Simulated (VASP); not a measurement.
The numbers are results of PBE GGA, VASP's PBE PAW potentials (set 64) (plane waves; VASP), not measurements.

A VASP calculation is set up with these files.

INCAR:
```
# general
SYSTEM   =  GaP
PREC     =  Accurate
ENCUT    =  520   # plane-wave cut-off (eV)
LREAL    =  .FALSE.   # projection in real space or not
LASPH    =  .TRUE.   # aspherical one-centre terms
ICHARG   =  11   # fixed density

# electronic loop
EDIFF    =  1E-6   # SCF stop (eV)
NELM     =  100
ALGO     =  Normal
LMAXMIX  =  4

# smearing
ISMEAR   =  0
SIGMA    =  0.05

# functional
GGA      =  PE   # PBE

# output
LWAVE    =  .FALSE.
LCHARG   =  .FALSE.
```

POSCAR:
```
GaP
1
    0.0000000000     2.7529443306     2.7529443306
    2.7529443306     0.0000000000     2.7529443306
    2.7529443306     2.7529443306     0.0000000000
Ga P
1 1
Direct
  0.0000000000   0.0000000000   0.0000000000
  0.2500000000   0.2500000000   0.2500000000
```

File KPOINTS:
```
k-points along high-symmetry lines
15
Line-mode
Reciprocal
  0.000000   0.000000   0.000000 ! GAMMA
 -0.500000  -0.500000   0.000000 ! X

 -0.500000  -0.500000   0.000000 ! X
 -0.375000  -0.375000   0.250000 ! U

 -0.375000  -0.000000   0.375000 ! K
  0.000000   0.000000   0.000000 ! GAMMA

  0.000000   0.000000   0.000000 ! GAMMA
 -0.000000   0.000000   0.500000 ! L

 -0.000000   0.000000   0.500000 ! L
 -0.500000  -0.250000   0.250000 ! W

 -0.500000  -0.250000   0.250000 ! W
 -0.500000  -0.500000   0.000000 ! X
```

POTCAR, in this order: Ga_d P (PBE.64 set). Program: vasp_std. Read from the step before: CHGCAR.

### Question
What will the output report for the number of irreducible k-points (NKPTS), largest plane-wave count, number of space-group operations, FFT grid (NGX, NGY, NGZ)?

### Answer

```json
{
  "number of irreducible k-points (NKPTS)": "90",
  "largest_plane_wave_count": "1158",
  "number_of_space_group_operations": "24",
  "FFT grid (NGX, NGY, NGZ)": "30 × 30 × 30"
}
```

The compound is GaP in the zinc blende structure. It was relaxed first.
